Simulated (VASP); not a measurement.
A run of VASP 6.6.1 is set up as follows.

File POSCAR:

```
InSb
1.0
    0.0000000000      3.2604100000      3.2604100000
    3.2604100000      0.0000000000      3.2604100000
    3.2604100000      3.2604100000      0.0000000000
In Sb
1 1
Direct
    0.0000000000      0.0000000000      0.0000000000
    0.7500000000      0.7500000000      0.7500000000
```

File INCAR.step1:

```
SYSTEM = InSb
PREC     = Accurate       ! precision mode
ENCUT    = 520            ! plane-wave cutoff, eV
EDIFF    = 1E-5           ! SCF threshold, eV
ISMEAR   = 0              ! smearing method
SIGMA    = 0.1            ! smearing width, eV
LREAL    = .FALSE.        ! projectors in reciprocal space
LASPH    = .TRUE.         ! aspherical terms in the spheres
NELM     = 60             ! most SCF steps
ALGO     = Normal         ! electronic algorithm
ISIF     = 2              ! what is computed and relaxed
LWAVE    = .TRUE.         ! write WAVECAR
LCHARG   = .FALSE.        ! write CHGCAR
GGA      = PE             ! functional
```

File INCAR.step2:

```
SYSTEM = InSb
PREC     = Accurate       ! precision mode
ENCUT    = 520            ! plane-wave cutoff, eV
EDIFF    = 1E-7           ! SCF threshold, eV
ISMEAR   = 0              ! smearing method
SIGMA    = 0.1            ! smearing width, eV
LREAL    = .FALSE.        ! projectors in reciprocal space
LASPH    = .TRUE.         ! aspherical terms in the spheres
NELM     = 60             ! most SCF steps
ALGO     = Normal         ! electronic algorithm
ISIF     = 2              ! what is computed and relaxed
LWAVE    = .FALSE.        ! write WAVECAR
LCHARG   = .FALSE.        ! write CHGCAR
GGA      = PE             ! functional
LHFCALC  = .TRUE.         ! exact exchange
HFSCREEN = 0.2            ! screening, 1/A
PRECFOCK = Fast         
ISTART   = 1
```

The input KPOINTS:

```
regular mesh
0
G
  6 6 6
  0 0 0
```

Potentials or basis: VASP PAW PBE potentials, release 64 (In_d, Sb).

The run is started by

```console
$ cat potpaw_PBE.64/In_d/POTCAR potpaw_PBE.64/Sb/POTCAR > POTCAR
$ cp INCAR.step1 INCAR
$ mpirun -np 1 vasp_std > vasp.out
$ cp INCAR.step2 INCAR
$ mpirun -np 1 vasp_std > vasp.out
```

What does it give for the band gap on the k mesh?

0.40 eV, direct.

Predict the pressure.

0.1 GPa.

Caveat: the PAW data sets were made with another functional, which shifts forces and pressure a little; spin-orbit coupling is left out, which moves the levels of the heavy elements.

**Measured values to compare with.**

From “Electronic Structure and Epitaxy of CdTe Shells on InSb Nanowires”, 2021, arxiv:2111.05126, for a bulk crystal of InSb: band gap 0.24 eV.

A measured gap of InSb is 0.24 eV (quoted in “Electronic Structure and Epitaxy of CdTe Shells on InSb Nanowires”, 2021, arxiv:2111.05126); the calculated 0.40 eV misses it by +0.16 eV. Spin-orbit coupling on In, Sb is left out. The value is that of HSE06, without temperature or zero-point motion. The cell is a database's relaxed one, not the measured one, which moves gaps too.
